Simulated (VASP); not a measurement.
Computed with PW91 GGA, VASP's PBE PAW potentials (set 64) (plane waves; VASP).

The input files of a VASP run:

### POSCAR
```
Ta
1.0
 -1.6781081039   1.6781081039   1.6781081039
  1.6781081039  -1.6781081039   1.6781081039
  1.6781081039   1.6781081039  -1.6781081039
Ta
1
direct
  0.0000000000   0.0000000000   0.0000000000
```

**INCAR**
```
ALGO = Normal
EDIFF = 1E-7
ENCUT = 520
GGA = 91
ISIF = 2
ISMEAR = 1
LASPH = .TRUE.
LCHARG = .FALSE.
LMAXMIX = 6
LREAL = .FALSE.
LWAVE = .FALSE.
NELM = 100
PREC = Accurate
SIGMA = 0.1
SYSTEM = Ta
```

### KPOINTS
```
Automatic
0
gamma
 15 15 15
```

POTCAR, in this order: Ta_pv (PBE.64 set). Program: vasp_std.

Unless said otherwise, spin-orbit coupling is left out, though it shifts the bands of the heavy elements here.

### Question
Predict the energy per atom (σ→0), pressure, band gap (on the k-mesh).

### Answer

The energy per atom (σ→0) comes out as -11.721 eV/atom, the band gap (on the k-mesh) is none (metal, semimetal or under 0.01 eV) and the pressure is -5.90 GPa.

File OSZICAR:
```
...
DAV:   6    -0.118363312615E+02    0.41206E+00   -0.49035E-01  2243   0.837E+00    0.594E+00
DAV:   7    -0.117221454154E+02    0.11419E+00   -0.36357E-01  2268   0.681E+00    0.380E-01
DAV:   8    -0.117209604154E+02    0.11850E-02   -0.42262E-03  2316   0.850E-01    0.122E-01
DAV:   9    -0.117209206199E+02    0.39796E-04   -0.19066E-04  2285   0.165E-01    0.301E-02
DAV:  10    -0.117209152656E+02    0.53543E-05   -0.49412E-06  2475   0.313E-02    0.429E-03
DAV:  11    -0.117209153661E+02   -0.10057E-06   -0.17909E-07  1993   0.595E-03    0.674E-04
DAV:  12    -0.117209153344E+02    0.31707E-07   -0.52423E-09  1128   0.857E-04
   1 F= -.11720915E+02 E0= -.11720739E+02  d E =-.527856E-03
```

The compound is Ta in the bcc structure. This cell is one point of a volume scan, at 1.03 of the reference volume.
